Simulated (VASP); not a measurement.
An input for Quantum ESPRESSO's pw.x (written as the equivalent of a VASP run, and not itself run):

```
&CONTROL
  calculation = 'vc-relax'
  pseudo_dir = './pseudo'
  outdir = './out'
  tprnfor = .true.
  tstress = .true.
  nstep = 60
  forc_conv_thr = 0.00039
/
&SYSTEM
  ibrav = 0
  nat = 2
  ntyp = 2
  ecutwfc = 84
  occupations = 'smearing'
  smearing = 'gaussian'
  degauss = 0.003675
  input_dft = 'pbesol'
/
&ELECTRONS
  conv_thr = 7.3e-08
  electron_maxstep = 100
/
&IONS
/
&CELL
/
ATOMIC_SPECIES
  Ca 40.078 Ca.upf
  O 15.999 O.upf
CELL_PARAMETERS angstrom
     2.8932279    0.0000000    0.0000000
     0.0000000    2.8932279    0.0000000
    -0.0000000    0.0000000    2.8932279
ATOMIC_POSITIONS crystal
  Ca   0.0000000  0.0000000  0.0000000
  O    0.5000000  0.5000000  0.5000000
K_POINTS automatic
  8 8 8 0 0 0
```

Translate this input to VASP (INCAR, KPOINTS, POSCAR, choice of POTCAR).

This is not unique; one that fits is 
KPOINTS:
```
Automatic mesh
0
gamma
8 8 8
0 0 0
```

INCAR:
```
PREC = Accurate
ENCUT = 520   # plane-wave cut-off (eV)
SYSTEM = CaO
SIGMA = 0.05
ISIF = 3   # ions, shape and volume
NELM = 100   # most electronic steps
IBRION = 2   # conjugate gradients
LCHARG = F
ALGO = Normal   # blocked Davidson
LASPH = T   # aspherical one-centre terms
NSW = 60
LWAVE = F
GGA = PS   # PBEsol
ISMEAR = 0   # Gaussian
LREAL = F
EDIFF = 1E-6
EDIFFG = -0.01
```

### POSCAR
```
CaO
1
    2.8932279236     0.0000000000     0.0000000000
    0.0000000000     2.8932279236     0.0000000000
   -0.0000000000     0.0000000000     2.8932279236
Ca O
1 1
Direct
  0.0000000000   0.0000000000   0.0000000000
  0.5000000000   0.5000000000   0.5000000000
```

POTCAR, in this order: Ca_sv O (PBE.64 set). Program: vasp_std.

What does not carry over: the potentials are each code's own (VASP's PAW set, PseudoDojo norm-conserving files in pw.x), so ENCUT and ecutwfc are chosen apart and not converted; conv_thr bounds pw.x's estimated SCF error, while EDIFF bounds the energy change between steps; forc_conv_thr acts on force components and is met together with etot_conv_thr.

The structure was generated: CaO was put into the CsCl type type (Pm-3m), which need not be its known phase. It was relaxed first, which changed the volume by -22 %. The start is the result of an earlier pass.
